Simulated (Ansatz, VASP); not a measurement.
## CuPt6: VASP beside Ansatz

```
Cu Pt
1.0
     7.16713    0.00000    0.00000
    -3.58356    6.20692    0.00000
     0.00000    0.00000    2.67753
Cu Pt
1 6
Direct
  0.00000 0.00000 0.50000
  0.79079 0.20921 0.50000
  0.79079 0.58158 0.50000
  0.41842 0.20921 0.50000
  0.20921 0.79079 0.50000
  0.20921 0.41842 0.50000
  0.58158 0.79079 0.50000
```

Alike in both runs: functional PBE; k mesh 3 × 3 × 6; occupations gaussian, width 0.1 eV; no spin polarisation.

Ansatz relaxed the structure, and its values are those at the end. VASP's run is a single point on that final structure, the one shown.

|  | VASP | Ansatz |
| --- | --- | --- |
| version | VASP 6.6.1 | Ansatz 0.2.0 |
| potentials or method | VASP PAW PBE potentials, release 64 (Cu, Pt) | scalar-relativistic, plane waves, PAW |
| plane-wave cutoff (eV) | 520 | 420 |
| valence electrons in the cell | 71 | 127 |

VASP gave:

- gap on the k mesh at the Fermi level (eV): none
- pressure (GPa): -0.3
- rms of the force components (eV/Å): 0.006

**Question.** Estimate Ansatz's values.

**Answer.** gap on the k mesh at the Fermi level (eV): none; pressure (GPa): 0.0; rms of the force components (eV/Å): 0.000.

A gap of «none» marks a metal or a gap that the smearing closes. The functional is the same, so the differences come from potentials, cutoffs and numerics. The two sets of potentials don't hold the same shells in valence.

Caveats: the k mesh is coarse (spacing up to 0.39 Å⁻¹), so the values aren't converged. The runs have no spin-orbit coupling, so splittings on Pt are missing.
